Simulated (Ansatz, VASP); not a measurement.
# Nb2NF2 (Nb2NF2 MXene monolayer) in two plane-wave programs, part 2 of 2

One calculation is typed for both programs; each brings its own data sets. How far apart do they land? The structure shown is the start of the Ansatz relaxation below; VASP solves that cell, so the two are compared at the walk's first step.

VASP 6.6.1 and Ansatz 0.2.0.

So far: The starting structure; Ansatz: relaxation, PBE with D3(BJ).

## 3. VASP: single point, PBE with D3(BJ), start cell

Level of this step: PBE with D3(BJ), zero-moment start; plane waves and PAW (F, Nb_sv, N) (VASP).

The same cell, functional, mesh and smearing now go to VASP, with its own data sets.

Lines of VASP's logs that name or quote its potential files are left out, and so is its time.

INCAR

```
SYSTEM = Nb2NF2
PREC = Accurate
ENCUT = 520
EDIFF = 1E-06
NELM = 200
ISMEAR = -1
SIGMA = 0.05
LREAL = .FALSE.
ALGO = Normal
GGA = PE
IVDW = 12
NBANDS = 31
ISPIN = 2
MAGMOM = -0 -0 -0 -0 0
LASPH = .TRUE.
LMAXMIX = 4
LORBIT = 11
LWAVE = .FALSE.
LCHARG = .FALSE.
ISIF = 2
LDIPOL = .TRUE.
IDIPOL = 3
DIPOL = 0.5 0.5 0.5
LVHAR = .TRUE.
GGA_COMPAT = .FALSE.
NELMDL = -8
KPAR = 2
```

POSCAR

```
Nb2NF2
1.0
    3.0790760000      0.0000000000      0.0000000000
   -1.5395380000      2.6665580000      0.0000000000
    0.0000000000      0.0000000000     39.9555570000
F Nb N
2 2 1
Direct
    0.3333332708      0.6666665417      0.4442435879
    0.6666667292      0.3333334583      0.5557564121
    0.6666667292      0.3333334583      0.4695931782
    0.3333332708      0.6666665417      0.5304068218
    0.0000000000      0.0000000000      0.5000000125
```

KPOINTS

```
Automatic mesh
0
Gamma
12 12 1
0 0 0
```

The projector-augmented-wave data sets are F, Nb_sv and N (PBE family, release 64).

Command:

```
$ mpirun -np 2 vasp_std
```

Numbers of over 12 decimals in the logs are rounded to 6 here.

The program printed:

```text
[banner, memory and clock lines left out]
running    2 mpi-ranks, on    1 nodes
 distrk:  each k-point on    1 cores,    2 groups
 distr:  one band on    1 cores,    1 groups

 POSCAR found type information on POSCAR F NbN
 POSCAR found :  3 types and       5 ions
 LDA part: xc-table for (Slater+PW92), standard interpolation
 POSCAR, INCAR and KPOINTS ok, starting setup
 FFT: planning ... GRIDC
 FFT: planning ... GRID_SOFT
 FFT: planning ... GRID
 WAVECAR not read
 entering main loop
       N       E                     dE             d eps       ncg     rms          rms(c)
DAV:   1     0.437516894415E+03    0.43752E+03   -0.22669E+04  3148   0.115E+03
DAV:   2     0.125402654676E+02   -0.42498E+03   -0.40721E+03  3209   0.405E+02
DAV:   3    -0.418499068362E+02   -0.54390E+02   -0.53167E+02  3810   0.126E+02
DAV:   4    -0.448693757819E+02   -0.30195E+01   -0.29510E+01  3904   0.301E+01
DAV:   5    -0.449978029306E+02   -0.12843E+00   -0.12559E+00  3890   0.467E+00
DAV:   6    -0.450017145168E+02   -0.39116E-02   -0.38452E-02  3796   0.852E-01
DAV:   7    -0.450019439749E+02   -0.22946E-03   -0.22901E-03  3588   0.142E-01
DAV:   8    -0.450019506871E+02   -0.67122E-05   -0.67102E-05  3706   0.255E-02    0.175E+01
DAV:   9    -0.387484892133E+02    0.62535E+01   -0.34264E+01  3249   0.382E+01    0.659E+00
DAV:  10    -0.386454426671E+02    0.10305E+00   -0.26025E+00  3392   0.123E+01    0.393E+00
DAV:  11    -0.385630602297E+02    0.82382E-01   -0.51817E-01  3403   0.387E+00    0.921E-01
DAV:  12    -0.385479327950E+02    0.15127E-01   -0.10225E-01  3972   0.182E+00    0.468E-01
DAV:  13    -0.385421274091E+02    0.58054E-02   -0.70236E-03  3298   0.644E-01    0.217E-01
DAV:  14    -0.385375178921E+02    0.46095E-02   -0.32658E-03  3386   0.369E-01    0.787E-02
[...]
DAV:  23    -0.385387227456E+02   -0.45891E-04   -0.57058E-06  2481   0.450E-03    0.135E-03
DAV:  24    -0.385387475384E+02   -0.24793E-04   -0.21092E-06  2375   0.315E-03    0.888E-04
DAV:  25    -0.385387609698E+02   -0.13431E-04   -0.63767E-07  2259   0.211E-03    0.691E-04
DAV:  26    -0.385387786433E+02   -0.17673E-04   -0.16835E-06  2347   0.266E-03    0.540E-04
DAV:  27    -0.385387817510E+02   -0.31078E-05   -0.41317E-07  2256   0.156E-03    0.330E-04
DAV:  28    -0.385387835412E+02   -0.17901E-05   -0.93949E-08  2124   0.899E-04    0.319E-04
DAV:  29    -0.385387851615E+02   -0.16203E-05   -0.26200E-07  2082   0.816E-04    0.200E-04
DAV:  30    -0.385387849301E+02    0.23133E-06   -0.77990E-08  2076   0.594E-04
   1 F= -.39806264E+02 E0= -.39785694E+02  d E =-.411414E-01  mag=     0.0006
```

Parts of OUTCAR (step 3):

```text
ion  position               nearest neighbor table
   1  0.333  0.667  0.444-   3 2.05   3 2.05   3 2.05
   2  0.667  0.333  0.556-   4 2.05   4 2.05   4 2.05
   3  0.667  0.333  0.470-   1 2.05   1 2.05   1 2.05   5 2.15   5 2.15   5 2.15   4 3.01   4 3.01
                             4 3.01
   4  0.333  0.667  0.530-   2 2.05   2 2.05   2 2.05   5 2.15   5 2.15   5 2.15   3 3.01   3 3.01
                             3 3.01
   5  0.000  0.000  0.500-   4 2.15   4 2.15   4 2.15   3 2.15   3 2.15   3 2.15

  LATTYP: Found a hexagonal cell.
 ALAT       =     3.0790760000
 C/A-ratio  =    12.9764763845

 Subroutine GETGRP returns: Found 12 space group operations
 (whereof 12 operations were pure point group operations)

The static configuration has the point symmetry D_3d.

 Found     19 irreducible k-points:

   k-points           NKPTS =     19   k-points in BZ     NKDIM =     19   number of bands    NBANDS=     31

   dimension x,y,z NGX =    24 NGY =   24 NGZ =  300
   dimension x,y,z NGXF=    48 NGYF=   48 NGZF=  600

   ENCUT  =  520.0 eV  38.22 Ry    6.18 a.u.   5.73  5.73 74.29*2*pi/ulx,y,z

   NELECT =      45.0000    total number of electrons

 k-points in reciprocal lattice and weights: Automatic mesh
   0.00000000  0.00000000  0.00000000       0.007
   0.08333333 -0.00000000  0.00000000       0.042
   0.16666667  0.00000000  0.00000000       0.042
   0.25000000 -0.00000000  0.00000000       0.042
   0.33333333 -0.00000000  0.00000000       0.042
   0.41666667  0.00000000  0.00000000       0.042
   0.50000000 -0.00000000  0.00000000       0.021
   0.08333333  0.08333333  0.00000000       0.042
   0.16666667  0.08333333  0.00000000       0.083
[...]
0.33333333  0.25000000  0.00000000       0.083
   0.33333333  0.33333333  0.00000000       0.014

 dipolmoment           0.000000      0.000000     -0.000002 electrons x Angstroem

 average (electrostatic) potential at core
       1 -83.9632       2 -83.9633       3 -89.6410       4 -89.6410       5 -70.2489

 E-fermi :   0.6415

 spin component 1
 k-point     1 :       0.0000    0.0000    0.0000
  band No.  band energies     occupation
    ...
     19      -5.1351      1.00000
     20      -5.1351      1.00000
     21      -1.1604      1.00000
     22      -1.1604      1.00000
     23      -0.7827      1.00000
     24       0.8072      0.03509
     25       0.8761      0.00907
     26       0.8761      0.00907
     27       0.8969      0.00601
     28       1.7987      0.00000
    ...

 k-point     2 :       0.0833   -0.0000    0.0000
  band No.  band energies     occupation
    ...
     19      -5.4063      1.00000
     20      -5.2183      1.00000
     21      -1.3172      1.00000
     22      -0.9738      1.00000
     23      -0.7395      1.00000
     24       0.7291      0.14759
     25       0.8633      0.01170
     26       0.9782      0.00119
     27       1.2584      0.00000
     28       1.6429      0.00000
    ...

 k-point     3 :       0.1667    0.0000    0.0000
  band No.  band energies     occupation
    ...
     19      -5.8970      1.00000
     20      -5.3865      1.00000
     21      -1.8211      1.00000
     22      -0.4912      1.00000
     23      -0.4420      1.00000
     24       0.6929      0.26348
     25       1.0873      0.00013
     26       1.2786      0.00000
     27       1.5749      0.00000
     28       1.8210      0.00000
    ...

 k-point     4 :       0.2500   -0.0000    0.0000
  band No.  band energies     occupation
    ...
     19      -5.9211      1.00000
     20      -5.5083      1.00000
     21      -2.3727      1.00000
     22       0.0314      0.99999
     23       0.1631      0.99993
     24       0.6641      0.38858
     25       1.4995      0.00000
     26       1.7190      0.00000
     27       1.8036      0.00000
     28       2.5009      0.00000
    ...

 k-point     5 :       0.3333   -0.0000    0.0000
  band No.  band energies     occupation
    ...
     18      -6.5443      1.00000
     19      -5.9540      1.00000
     20      -5.5332      1.00000
     21      -2.8132      1.00000
     22       0.4464      0.98018
     23       0.7326      0.13901
     24       0.8904      0.00684
     25       1.6743      0.00000
     26       2.1663      0.00000
     27       2.6869      0.00000
    ...

 k-point     6 :       0.4167    0.0000    0.0000
  band No.  band energies     occupation
    ...
     18      -6.5988      1.00000
     19      -5.9200      1.00000
     20      -5.5012      1.00000
     21      -3.0949      1.00000
     22       0.3940      0.99296
     23       1.2285      0.00001
     24       1.5304      0.00000
     25       1.7437      0.00000
     26       2.4852      0.00000
     27       3.0555      0.00000
    ...

 Edisp (eV)   -1.26748

  Total      11.65698    11.65698     8.10478     0.00000     0.00000     0.00000
  in kB      56.93089    56.93089    39.58248     0.00000     0.00000     0.00000
  external pressure =       51.15 kB  Pullay stress =        0.00 kB

  energy-cutoff  :      520.00
  volume of cell :      328.06
      direct lattice vectors                 reciprocal lattice vectors
     3.079076000  0.000000000  0.000000000     0.324772757  0.187507641  0.000000000
    -1.539538000  2.666558000  0.000000000     0.000000000  0.375015282  0.000000000
     0.000000000  0.000000000 39.955557000     0.000000000  0.000000000  0.025027808

 POSITION                                       TOTAL-FORCE (eV/Angst)
 -----------------------------------------------------------------------------------
     -0.00000      1.77771     17.75000         0.000000      0.000000     -5.099112
      1.53954      0.88885     22.20556        -0.000000      0.000000      5.099112
      1.53954      0.88885     18.76286         0.000000     -0.000000      5.958703
     -0.00000      1.77771     21.19270        -0.000000      0.000000     -5.958703
      0.00000      0.00000     19.97778        -0.000000      0.000000      0.000000
 -----------------------------------------------------------------------------------
    total drift:                                0.000000      0.000000     -0.000689

  FREE ENERGIE OF THE ION-ELECTRON SYSTEM (eV)
  ---------------------------------------------------
  free  energy   TOTEN  =       -39.8062642860 eV

  energy  without entropy=      -39.7651229039  energy(sigma->0) =      -39.78569359

 vacuum level on the upper side and lower side of the slab         2.299         2.299

 total charge
# of ion       s       p       d       tot
------------------------------------------
    1        1.744   4.429   0.000   6.173
    2        1.744   4.429   0.000   6.173
    3        2.139   6.043   2.613  10.794
    4        2.139   6.043   2.613  10.794
    5        1.237   2.542   0.000   3.779
--------------------------------------------------
tot          9.001  23.485   5.227  37.713

 magnetization (x)
# of ion       s       p       d       tot
------------------------------------------
    1        0.000   0.000   0.000   0.000
    2        0.000   0.000   0.000   0.000
    3        0.000   0.000   0.000   0.000
    4        0.000   0.000   0.000   0.000
    5       -0.000   0.000   0.000   0.000
--------------------------------------------------
tot          0.000   0.000   0.001   0.001

[... 6 further parts left out ...]
```

This run allows spin, but its moments start at zero, where symmetry between the spins tends to hold them. Its electron count is odd, so without a moment it is a metal by construction.

## 4. Side by side

Known differences besides the potentials themselves: Ansatz cuts the interaction across the vacuum, VASP repeats the sheet with a dipole correction; the cutoff is 420 eV in Ansatz and 520 eV in VASP. Total energies have different zeros and are not compared.

Forces (eV/Å; atoms numbered as in POSCAR):

```
atom        Ansatz x, y, z          VASP x, y, z
  F1  0.000, 0.000, -5.061  0.000, 0.000, -5.099
  F2   0.000, 0.000, 5.061   0.000, 0.000, 5.099
 Nb3   0.000, 0.000, 5.967   0.000, 0.000, 5.959
 Nb4  0.000, 0.000, -5.967  0.000, 0.000, -5.959
  N5   0.000, 0.000, 0.000   0.000, 0.000, 0.000
```

The forces differ by 14 meV/Å r.m.s., which is 0.5 % of the r.m.s. force of 2.864 eV/Å (both taken over all components). Moments aren't recorded for both runs of this pair, so they may hold unlike magnetic states. With vacuum in the cell, a pressure given here is an average over mostly empty space and none of the material.

## 5. What came out

```yaml
r_m_s_force_difference_single_point_pbe_with_d3_bj_start_cell: 0.49 % of the r.m.s. force
```

The r.m.s. force difference is 0.49 % of the r.m.s. force (single point, PBE with D3(BJ), start cell), within the 3 % picked in this series as the mark of a large difference. Such differences can come from data sets, numerical settings and the points named under the comparisons, not from the functional's error against experiment.

[Lines on the potential files, build, host, timing and source positions are cut from VASP's logs without a mark.]

[Logs are printed without paths, hosts, clocks, repeated set-up lines and the standing remarks that a program may print on its own settings, such as how far it seeks lower states.]

[Hosts, paths, dates, database ids (printed as entryN), source tags and the programs' standing remarks are cut or masked in the printed files.]
